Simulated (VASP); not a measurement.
OSZICAR of a VASP run on BaTiO₃ (space group Pm-3m):

OSZICAR:
```
       N       E                     dE             d eps       ncg     rms          rms(c)
DAV:   1     0.466179756508E+03    0.46618E+03   -0.21676E+04  1680   0.186E+03
DAV:   2    -0.170511188829E+01   -0.46788E+03   -0.46062E+03  2120   0.482E+02
DAV:   3    -0.492361219539E+02   -0.47531E+02   -0.47150E+02  2088   0.150E+02
DAV:   4    -0.511949455184E+02   -0.19588E+01   -0.19579E+01  2528   0.298E+01
DAV:   5    -0.512402499633E+02   -0.45304E-01   -0.45301E-01  2240   0.391E+00    0.221E+01
DAV:   6    -0.402696879743E+02    0.10971E+02   -0.79656E+01  2640   0.737E+01    0.104E+01
DAV:   7    -0.401992636738E+02    0.70424E-01   -0.15024E+01  2168   0.275E+01    0.611E+00
DAV:   8    -0.399436548693E+02    0.25561E+00   -0.86370E-01  2304   0.853E+00    0.318E+00
DAV:   9    -0.399586067537E+02   -0.14952E-01   -0.58549E-01  2216   0.631E+00    0.167E+00
DAV:  10    -0.399353732015E+02    0.23234E-01   -0.23285E-01  2136   0.445E+00    0.547E-01
DAV:  11    -0.399316740314E+02    0.36992E-02   -0.32768E-02  1928   0.109E+00    0.221E-01
DAV:  12    -0.399319284996E+02   -0.25447E-03   -0.97580E-03  2264   0.805E-01    0.191E-01
DAV:  13    -0.399312829640E+02    0.64554E-03   -0.24676E-03  2072   0.460E-01    0.318E-02
DAV:  14    -0.399312841996E+02   -0.12356E-05   -0.18945E-04  2560   0.104E-01    0.178E-02
DAV:  15    -0.399312821602E+02    0.20394E-05   -0.43327E-05  2096   0.603E-02    0.765E-03
DAV:  16    -0.399312814235E+02    0.73669E-06   -0.70292E-06  2104   0.252E-02    0.231E-03
DAV:  17    -0.399312813372E+02    0.86329E-07   -0.32914E-07  2336   0.460E-03    0.124E-03
DAV:  18    -0.399312812697E+02    0.67513E-07   -0.13473E-07  2248   0.320E-03    0.272E-04
DAV:  19    -0.399312812720E+02   -0.22533E-08   -0.59962E-09  1928   0.630E-04    0.152E-04
DAV:  20    -0.399312812733E+02   -0.13952E-08   -0.23980E-09  1528   0.305E-04    0.561E-05
DAV:  21    -0.399312812708E+02    0.25752E-08   -0.20003E-10   880   0.132E-04    0.328E-05
DAV:  22    -0.399312812707E+02    0.83219E-10   -0.11051E-10   888   0.703E-05
   1 F= -.39931281E+02 E0= -.39931281E+02  d E =-.399313E+02
       N       E                     dE             d eps       ncg     rms          rms(c)
DAV:   1    -0.416769260777E+02   -0.17456E+01   -0.50881E+01  1976   0.702E+01    0.108E+01
DAV:   2    -0.401450906467E+02    0.15318E+01   -0.53220E+00  2024   0.209E+01    0.376E+00
DAV:   3    -0.399226638574E+02    0.22243E+00   -0.13343E+00  2328   0.832E+00    0.841E-01
DAV:   4    -0.399345086940E+02   -0.11845E-01   -0.26105E-01  2280   0.293E+00    0.542E-01
DAV:   5    -0.399367323468E+02   -0.22237E-02   -0.12764E-02  1816   0.717E-01    0.387E-01
DAV:   6    -0.399458094338E+02   -0.90771E-02   -0.17416E-02  2408   0.829E-01    0.272E-01
DAV:   7    -0.399480384600E+02   -0.22290E-02   -0.88891E-03  2584   0.635E-01    0.648E-02
DAV:   8    -0.399480220414E+02    0.16419E-04   -0.58964E-04  1896   0.172E-01    0.353E-02
DAV:   9    -0.399480628569E+02   -0.40815E-04   -0.10088E-04  2080   0.841E-02    0.183E-02
DAV:  10    -0.399480636727E+02   -0.81579E-06   -0.22209E-05  2200   0.287E-02    0.367E-03
DAV:  11    -0.399480638200E+02   -0.14738E-06   -0.94393E-07  2096   0.796E-03    0.161E-03
DAV:  12    -0.399480634906E+02    0.32947E-06   -0.46443E-07  2448   0.429E-03    0.671E-04
DAV:  13    -0.399480634250E+02    0.65602E-07   -0.42519E-08  2296   0.157E-03    0.790E-04
DAV:  14    -0.399480633999E+02    0.25051E-07   -0.93755E-09  1840   0.913E-04    0.135E-04
DAV:  15    -0.399480634002E+02   -0.31650E-09   -0.42231E-10   896   0.200E-04
   2 F= -.39948063E+02 E0= -.39948063E+02  d E =-.167821E-01
       N       E                     dE             d eps       ncg     rms          rms(c)
DAV:   1    -0.403395647113E+02   -0.39150E+00   -0.10288E+01  1952   0.328E+01    0.488E+00
DAV:   2    -0.400360829749E+02    0.30348E+00   -0.11982E+00  2008   0.104E+01    0.171E+00
DAV:   3    -0.399963064058E+02    0.39777E-01   -0.37279E-01  1848   0.362E+00    0.795E-01
DAV:   4    -0.399883270924E+02    0.79793E-02   -0.78027E-02  2416   0.208E+00    0.307E-01
DAV:   5    -0.399902720855E+02   -0.19450E-02   -0.10161E-02  2424   0.666E-01    0.216E-01
DAV:   6    -0.399918920850E+02   -0.16200E-02   -0.48251E-03  2216   0.357E-01    0.163E-01
DAV:   7    -0.399925885688E+02   -0.69648E-03   -0.18263E-03  2344   0.263E-01    0.233E-02
DAV:   8    -0.399926048656E+02   -0.16297E-04   -0.15106E-04  1952   0.663E-02    0.317E-02
DAV:   9    -0.399926066629E+02   -0.17973E-05   -0.40892E-05  2048   0.533E-02    0.535E-03
DAV:  10    -0.399926080463E+02   -0.13834E-05   -0.35165E-06  2256   0.125E-02    0.762E-04
DAV:  11    -0.399926079676E+02    0.78701E-07   -0.20454E-07  2136   0.370E-03    0.192E-03
DAV:  12    -0.399926082302E+02   -0.26262E-06   -0.10462E-07  1840   0.279E-03    0.253E-04
DAV:  13    -0.399926082318E+02   -0.16180E-08   -0.13027E-08  2296   0.639E-04    0.108E-04
DAV:  14    -0.399926082420E+02   -0.10163E-07   -0.45879E-10   880   0.189E-04    0.713E-05
DAV:  15    -0.399926082402E+02    0.18090E-08   -0.22375E-10   864   0.107E-04    0.223E-05
DAV:  16    -0.399926082408E+02   -0.60982E-09   -0.46985E-11   864   0.491E-05
   3 F= -.39992608E+02 E0= -.39992608E+02  d E =-.613270E-01
```

Problem. Which electronic solver shows in the log?

Solution. It is blocked Davidson (ALGO = Normal, or the opening steps of other solvers). The INCAR had ALGO = Normal.

Problem. Can the final energy be trusted as converged?

Solution. The calculation finished and met its thresholds. It stopped with EDIFF = 1E-09, NELM = 100, NSW = 50 and EDIFFG = -0.005 after 3 ionic steps (PBE GGA, plane waves, VASP's PBE PAW potentials (set 64)).  Energy and stress use the plane-wave basis of the starting cell.

The structure comes from a computed database's BaTiO3 entry; how it stands against other phases isn't given here. This run relaxes it. Symmetry was kept, so distortions that lower it aren't found. The run is one of a series of settings (EDIFF = 1E-09, EDIFFG = -0.005, ENCUT = 560, IBRION = 2, ISIF = 3, NSW = 50, KPOINTS 9×9×9 Γ-centred mesh against the base run), some of them coarse on purpose.
